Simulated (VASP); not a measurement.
Set up this calculation in VASP 6.6.1, as the native input.

```yaml
Task: relaxation of cell and atoms
Functional: r2SCAN
Potentials_or_basis: VASP PAW PBE potentials, release 64 (Co, Sn_d)
Cutoff: 600 eV
k_mesh: 9 × 9 × 9
Occupations: methfessel-paxton, width 0.1 eV
Spin: no spin polarisation
Further_INCAR_settings: ALGO = Normal; EDIFF = 1e-07; IBRION = 2; EDIFFG = -0.005; NSW = 90; ISIF = 3
```

The structure of CoSn lies in POSCAR:

```
CoSn                                    
1.0
    5.2460399276      0.0000000000      0.0000000000
   -2.6230199638      4.5432038466      0.0000000000
    0.0000000000      0.0000000000      4.1875903000
  Co              Sn            
     3     3
Direct
     0.0000000000000000    0.5000000000000000    0.0000000000000000
     0.5000000000000000    0.5000000000000000    0.0000000000000000
     0.5000000000000000    0.0000000000000000    0.0000000000000000
     0.6666666699999979    0.3333333300000021    0.5000000000000000
     0.3333333300000021    0.6666666699999979    0.5000000000000000
     0.0000000000000000    0.0000000000000000    0.0000000000000000
```

The cell is a database's computed one.

One way to write it, as run:

INCAR

```
PREC = Accurate ; ENCUT = 600
EDIFF = 1E-7 ; ISMEAR = 1
SIGMA = 0.1 ; LREAL = False
LASPH = True ; NELM = 80
ALGO = Normal ; ISIF = 3
LWAVE = False ; LCHARG = False
METAGGA = R2SCAN ; LMIXTAU = True
IBRION = 2 ; NSW = 90
EDIFFG = -0.005 ; KPAR = 2
```

KPOINTS

```
regular mesh
0
Gamma
  9 9 9
```

Potentials or basis: VASP PAW PBE potentials, release 64 (Co, Sn_d).

Launch:

```console
$ cat potpaw_PBE.64/Co/POTCAR potpaw_PBE.64/Sn_d/POTCAR > POTCAR
$ mpirun -np 2 vasp_std > vasp.out
```

It gave:

```json
{"Pressure after relaxing": "0.0 GPa", "Band gap on the k mesh": "none (metal or under the smearing width)"}
```

Caveat: the relaxation stopped at its first step, so nothing moved; the PAW data sets were made with another functional, which shifts forces and pressure a little.

Run time: 5.7 min on 2 MPI ranks on Intel(R) Xeon(R) 6975P-C (Granite Rapids) (shared host), peak memory 0.42 GiB a rank.
